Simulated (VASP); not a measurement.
Consider the following.

```
O2Si
1.0
    4.90022     0.00000     0.00000
   -2.45011     4.24372     0.00000
    0.00000     0.00000     5.41501
Si O
3 6
Direct
  0.53109   0.53109   0.00000
  0.46891   0.00000   0.33333
  0.00000   0.46891   0.66667
  0.26922   0.41339   0.78489
  0.58661   0.85583   0.11822
  0.14417   0.73078   0.45156
  0.41339   0.26922   0.21511
  0.85583   0.58661   0.88178
  0.73078   0.14417   0.54844
```

The numbers are results of PBE GGA, VASP's PBE PAW potentials (set 64) (plane waves; VASP), not measurements. Run with 400 eV cut-off, 5×5×4 Γ-centred mesh, Gaussian smearing of 0.010 eV, potentials Si O.

At this cut-off the stress carries a Pulay error, which pulls relaxed volumes low. Energy and stress use the plane-wave basis of the starting cell.

Question: The ions, cell shape and volume are relaxed. Predict the relaxed structure.

Answer: 
```
O2Si
1.0
    4.84215     0.00000     0.00000
   -2.42107     4.19342     0.00000
    0.00000     0.00000     5.37131
Si O
3 6
Direct
  0.53996   0.53996   0.00000
  0.46004   0.00000   0.33333
  0.00000   0.46004   0.66667
  0.28354   0.40695   0.77262
  0.59305   0.87659   0.10595
  0.12341   0.71646   0.43929
  0.40695   0.28354   0.22738
  0.87659   0.59305   0.89405
  0.71646   0.12341   0.56071
```
Space group P3_121 (152), at a tolerance of 0.03 Å.

Question: How do energy and volume change from the first to the last step?

Answer: The energy (σ→0) changes by -8.8 meV/atom and the volume by -3.1 %, in 20 ionic steps.

| step | E(σ→0) (eV) | max force (eV/Å) | pressure (GPa) | volume (Å³) |
|---|---|---|---|---|
| 1 | -71.1573 | 0.384 | 2.56 | 112.61 |
| 2 | -71.1356 | 0.134 | -5.95 | 115.90 |
| 3 | -71.1763 | 0.168 | -1.00 | 113.94 |
| 4 | -71.1885 | 0.125 | -0.77 | 113.35 |
| 5 | -71.2015 | 0.179 | -0.13 | 111.61 |
| 6 | -71.2091 | 0.310 | 0.67 | 110.75 |
| 7 | -71.2091 | 0.336 | 0.75 | 110.65 |
| 8 | -71.2126 | 0.301 | 0.75 | 110.53 |
| 9 | -71.2214 | 0.201 | 0.71 | 110.18 |
| 10 | -71.2313 | 0.096 | 0.60 | 109.48 |
| 11 | -71.2325 | 0.159 | 0.52 | 109.14 |
| 12 | -71.2344 | 0.077 | 0.07 | 109.12 |
| 13 | -71.2345 | 0.060 | -0.07 | 109.12 |
| 14 | -71.2349 | 0.052 | -0.02 | 109.09 |
| 15 | -71.2359 | 0.032 | 0.14 | 109.01 |
| 16 | -71.2363 | 0.022 | 0.44 | 108.85 |
| 17 | -71.2364 | 0.012 | 0.33 | 108.91 |
| 18 | -71.2365 | 0.027 | -0.24 | 109.15 |
| 19 | -71.2366 | 0.012 | 0.00 | 109.05 |
| 20 | -71.2366 | 0.009 | -0.01 | 109.07 |

The structure comes from a computed database's SiO2 entry; how it stands against other phases isn't given here. This run relaxes it. Symmetry was kept, so distortions that lower it aren't found. The run is one of a series of settings (EDIFFG = -0.01, IBRION = 2, ISIF = 3, NSW = 50 against the base run), some of them coarse on purpose.
